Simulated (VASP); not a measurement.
The system is ZnCd2SeS2.

```
Zn Cd Se S
1.0
     4.84310    0.00000    0.00000
    -2.42155    4.19425    0.00000
     0.00000    0.00000    7.53766
Zn Cd Se S
1 2 1 2
Direct
  0.00000 0.00000 0.50000
  0.33333 0.66667 0.00000
  0.66667 0.33333 0.00000
  0.00000 0.00000 0.00000
  0.33333 0.66667 0.50000
  0.66667 0.33333 0.50000
```

The cell was built by a generator and needn't be a form met in nature.

- Program: VASP 6.6.1
- Task: relaxation of cell and atoms
- Functional: PBE
- Potentials or basis: VASP PAW PBE potentials, release 64 (Zn, Cd, Se, S)
- Cutoff: 520 eV
- k mesh: 3 × 3 × 2
- Occupations: gaussian, width 0.15 eV
- Spin: no spin polarisation

At the start: pressure 0.1 GPa; volume 25.52 Å³/atom.

**Question.** How do energy, volume and symmetry change on relaxing?

**Answer.** Over 13 steps the energy falls by 285.9 meV/atom and the volume is 20.51 Å³/atom (-19.6 %); space group P6/mmm (No. 191, to 0.05 Å).

Step by step:
```csv
step,energy change (eV),largest force (eV/Å),pressure (GPa),volume (Å³)
1,0.0000,0.0000,0.08,153.11
2,-0.0879,0.0000,-1.78,153.34
3,-0.1351,0.0000,-3.92,153.38
4,-0.1708,0.0000,-4.07,151.86
5,-0.2916,0.0000,-4.28,147.27
6,-0.6717,0.0000,-4.16,137.89
7,-1.6609,0.0000,2.97,118.29
8,-1.6391,0.0000,0.78,121.14
9,-1.6647,0.0000,2.13,119.14
10,-1.6005,0.0000,4.47,117.70
11,-1.6724,0.0000,2.71,118.80
12,-1.7073,0.0000,1.05,121.51
13,-1.7154,0.0000,0.41,123.08
```

Final structure:
```cif
data_structure
_symmetry_space_group_name_H-M 'P 1'
_symmetry_Int_Tables_number 1
_cell_length_a 5.2482
_cell_length_b 5.2482
_cell_length_c 5.1599
_cell_angle_alpha 90.000
_cell_angle_beta 90.000
_cell_angle_gamma 120.000
_cell_volume 123.08
loop_
_atom_site_label
_atom_site_type_symbol
_atom_site_fract_x
_atom_site_fract_y
_atom_site_fract_z
_atom_site_occupancy
Zn1 Zn 0.00000 0.00000 0.50000 1
Cd1 Cd 0.33333 0.66667 0.00000 1
Cd2 Cd 0.66667 0.33333 0.00000 1
Se1 Se 0.00000 0.00000 0.00000 1
S1 S 0.33333 0.66667 0.50000 1
S2 S 0.66667 0.33333 0.50000 1
```

Caveat: the k mesh is coarse (spacing up to 0.50 Å⁻¹), so the values aren't converged; the volume moved by over 15 % at a fixed basis, so the end points are rough.
